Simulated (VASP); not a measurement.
Data:

```yaml
crystal:
  lattice:
    - [4.25854, 0.00000, 0.00000]
    - [0.00000, 4.25854, 0.00000]
    - [0.00000, 0.00000, 4.25854]
  atoms:
    - { symbol: Cu, position: [0.75000, 0.25000, 0.75000] }
    - { symbol: Cu, position: [0.25000, 0.75000, 0.75000] }
    - { symbol: Cu, position: [0.75000, 0.75000, 0.25000] }
    - { symbol: Cu, position: [0.25000, 0.25000, 0.25000] }
    - { symbol: O, position: [0.00000, 0.00000, 0.00000] }
    - { symbol: O, position: [0.50000, 0.50000, 0.50000] }
```

All values below come from revPBE GGA, VASP's PBE PAW potentials (set 64) (plane waves; VASP). Run with 520 eV cut-off, 5×5×5 Γ-centred mesh, Gaussian smearing of 0.050 eV, potentials Cu O.

Give the stress tensor in GPa (positive for a compressed cell).

```
7.30  0.00  0.00
0.00  7.30  0.00
0.00  0.00  7.30
```
The pressure is its mean diagonal, 7.30 GPa.

The compound is Cu2O in the cuprite structure. This cell is one point of a volume scan, at 0.94 of the reference volume.
